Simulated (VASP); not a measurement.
# GaN (wurtzite): computed properties

These are PBE GGA, VASP's PBE PAW potentials (set 64) (plane waves; VASP) values and carry that method's errors.

- space group: P6_3mc (186)
- cell: a = b = 3.219 Å, c = 5.242 Å, α = β = 90.00°, γ = 120.00°
- volume per atom: 11.76 Å^3/atom
- band gap (over mesh and band path): 1.72 eV
- smallest direct gap (over mesh and band path): 1.72 eV
- band-edge character: direct, Γ to Γ
- density: 5.91 g/cm³
- optical Γ-point spectrum: 135 (×2), 319, 497, 521 (×2), 529 (×2), 654 cm⁻¹

```cif
data_Ga2N2
_chemical_formula_sum 'Ga2 N2'
_space_group_name_H-M_alt 'P 1'
_space_group_IT_number 1
_cell_length_a 3.21918
_cell_length_b 3.21918
_cell_length_c 5.24150
_cell_angle_alpha 90.000
_cell_angle_beta 90.000
_cell_angle_gamma 120.000
loop_
_space_group_symop_operation_xyz
  'x, y, z'
loop_
_atom_site_label
_atom_site_type_symbol
_atom_site_fract_x
_atom_site_fract_y
_atom_site_fract_z
_atom_site_occupancy
Ga1 Ga 0.66667 0.33333 0.50005 1
Ga2 Ga 0.33333 0.66667 0.00005 1
N1 N 0.66667 0.33333 0.87695 1
N2 N 0.33333 0.66667 0.37695 1
```

Measured: gap 3.68 eV (computed value off by -1.96 eV), as given by Wei Chen et al., Physical Review Materials (2018), doi:10.1103/physrevmaterials.2.073803 [zero-point renormalisation of 0.17 eV added back (the table's ZPR column)]; a 3.189 Å (computed value off by +0.9 %), c 5.185 Å (computed value off by +1.1 %), as given by M J Lucero et al., Journal of Physics Condensed Matter (2012), arXiv:1111.4515. The calculation is for a static lattice, while the measured a, c hold thermal and zero-point effects, which are part of the difference.

The compound is GaN in the wurtzite structure. It was relaxed first. Symmetry was kept, so distortions that lower it aren't found.
